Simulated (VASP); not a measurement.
Crystal: NbP.

```
CELL_PARAMETERS angstrom
-1.67492 1.67492 5.74011
1.67492 -1.67492 5.74011
1.67492 1.67492 -5.74011
ATOMIC_POSITIONS crystal
Nb 0.74988 0.74988 0.00000
Nb 0.49988 0.99988 0.50000
P 0.33275 0.33275 0.00000
P 0.08275 0.58275 0.50000
```

The cell is a database's computed one.

Program: VASP 6.6.1. Alike in all runs: task single point; level PBE; potentials or basis VASP PAW PBE potentials, release 64 (Nb_sv, P); no spin polarisation; cell as given; smearing gaussian 0.1 eV. Hardware: 1 thread of Intel(R) Xeon(R) Platinum 8259CL CPU @ 2.50GHz (Skylake/Cascade Lake), with other jobs on the host.

Order these runs on this cell by their wall time, lowest first.
A. k mesh 24 × 24 × 24; cutoff (eV) 520; mesh quality not flagged
B. k mesh 6 × 6 × 6; cutoff (eV) 520; mesh quality coarse
C. k mesh 12 × 12 × 12; cutoff (eV) 400; mesh quality not flagged
D. k mesh 18 × 18 × 18; cutoff (eV) 520; mesh quality not flagged

B (100 s), C (420 s), D (1600 s), A (3500 s).

Caveats: some runs use coarse meshes.
